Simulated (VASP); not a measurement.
OSZICAR of a VASP run on W (bcc):

OSZICAR:
```
       N       E                     dE             d eps       ncg     rms          rms(c)
DAV:   1     0.748386187851E+02    0.74839E+02   -0.75744E+03  2304   0.138E+03
DAV:   2    -0.120547182457E+02   -0.86893E+02   -0.84051E+02  2474   0.324E+02
DAV:   3    -0.135781726547E+02   -0.15235E+01   -0.15073E+01  2643   0.426E+01
DAV:   4    -0.135865094177E+02   -0.83368E-02   -0.83361E-02  2447   0.334E+00
DAV:   5    -0.135865782838E+02   -0.68866E-04   -0.68864E-04  2567   0.312E-01    0.202E+01
DAV:   6    -0.130849285407E+02    0.50165E+00   -0.59900E-01  2435   0.103E+01    0.792E+00
DAV:   7    -0.129516904599E+02    0.13324E+00   -0.31833E-01  2513   0.703E+00    0.698E-01
DAV:   8    -0.129469969674E+02    0.46935E-02   -0.35844E-03  2351   0.866E-01    0.105E-01
DAV:   9    -0.129470182203E+02   -0.21253E-04   -0.69819E-05  2644   0.109E-01    0.578E-02
DAV:  10    -0.129470159762E+02    0.22441E-05   -0.11506E-05  2459   0.500E-02    0.146E-02
DAV:  11    -0.129470166248E+02   -0.64865E-06   -0.20950E-07  1312   0.532E-03
   1 F= -.12947017E+02 E0= -.12947062E+02  d E =-.129470E+02
       N       E                     dE             d eps       ncg     rms          rms(c)
DAV:   1    -0.129506532967E+02   -0.36373E-02   -0.90459E-02  2348   0.477E+00    0.784E-01
DAV:   2    -0.129473147752E+02    0.33385E-02   -0.50182E-03  2339   0.961E-01    0.178E-01
DAV:   3    -0.129467619812E+02    0.55279E-03   -0.15302E-03  2393   0.516E-01    0.137E-01
DAV:   4    -0.129467614756E+02    0.50559E-06   -0.40672E-05  2377   0.851E-02    0.131E-02
DAV:   5    -0.129467611400E+02    0.33559E-06   -0.15460E-06  1688   0.161E-02
   2 F= -.12946761E+02 E0= -.12946825E+02  d E =0.255485E-03
       N       E                     dE             d eps       ncg     rms          rms(c)
DAV:   1    -0.129494323129E+02   -0.26708E-02   -0.56021E-02  2348   0.374E+00    0.624E-01
DAV:   2    -0.129473794911E+02    0.20528E-02   -0.30249E-03  2333   0.752E-01    0.143E-01
DAV:   3    -0.129470274135E+02    0.35208E-03   -0.99488E-04  2387   0.417E-01    0.113E-01
DAV:   4    -0.129470380708E+02   -0.10657E-04   -0.22524E-05  2364   0.639E-02    0.144E-02
DAV:   5    -0.129470375177E+02    0.55305E-06   -0.24189E-06  2366   0.204E-02
   3 F= -.12947038E+02 E0= -.12947087E+02  d E =-.208929E-04
```

Question: Which electronic solver shows in the log?

Answer: It is blocked Davidson (ALGO = Normal, or the opening steps of other solvers). The INCAR had ALGO = Normal.

Question: Can the final energy be trusted as converged?

Answer: Self-consistency was reached. It stopped with EDIFF = 1E-6, NELM = 100, NSW = 60 and EDIFFG = -0.01 after 3 ionic steps (PBE GGA, plane waves, VASP's PBE PAW potentials (set 64)).

The compound is W in the bcc structure. This run relaxes it. Symmetry was kept, so distortions that lower it aren't found. The start is the result of an earlier pass.
